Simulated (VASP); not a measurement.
VASP input:

### INCAR
```
SYSTEM = K
PREC = Accurate
ENCUT = 400
EDIFF = 1E-6
NELM = 100
ALGO = Normal
LREAL = .FALSE.
LASPH = .TRUE.
ISMEAR = 1
SIGMA = 0.1
METAGGA = R2SCAN
LMIXTAU = .TRUE.
LWAVE = .FALSE.
LCHARG = .FALSE.
IBRION = 2
ISIF = 3
NSW = 60
EDIFFG = -0.01
```

File KPOINTS:
```
K-points
0
Gamma
 9 9 9
0 0 0
```

### POSCAR
```
K
1.0
 -2.6400000000   2.6400000000   2.6400000000
  2.6400000000  -2.6400000000   2.6400000000
  2.6400000000   2.6400000000  -2.6400000000
K
1
Direct
  0.0000000000   0.0000000000   0.0000000000
```

POTCAR, in this order: K_sv (PBE.64 set). Program: vasp_std.

Write an equivalent input for Ansatz.

One equivalent input (not run):
Ansatz 0.2 input:
```yaml
crystal:
  lattice:
    - [-2.6400000, 2.6400000, 2.6400000]
    - [2.6400000, -2.6400000, 2.6400000]
    - [2.6400000, 2.6400000, -2.6400000]
  atoms:
    - { symbol: K, position: [0.0000000, 0.0000000, 0.0000000] }
kpoints:
  mp_grid: { grid: [9, 9, 9] }
hamiltonian:
  xc: r2scan
  pseudopotentials: { kind: paw }
scf:
  occupations: { method: methfessel_paxton, width: 0.1 }
  max_iter: 100
relax:
  max_steps: 60
  f_tol: 0.01
  cell: {}
output: { forces: true, stress: true, eigenvalues: true }
```
The two are equivalent in intent, not identical: each code has its own PAW files, so the cut-off isn't converted (ENCUT is set for VASP's; basis.ecutwfc is left out, and Ansatz then takes the one that its files recommend); Ansatz stops its SCF on the density residual and VASP on the energy change (EDIFF).

The compound is K in the bcc structure. This run relaxes it. Symmetry was kept, so distortions that lower it aren't found.
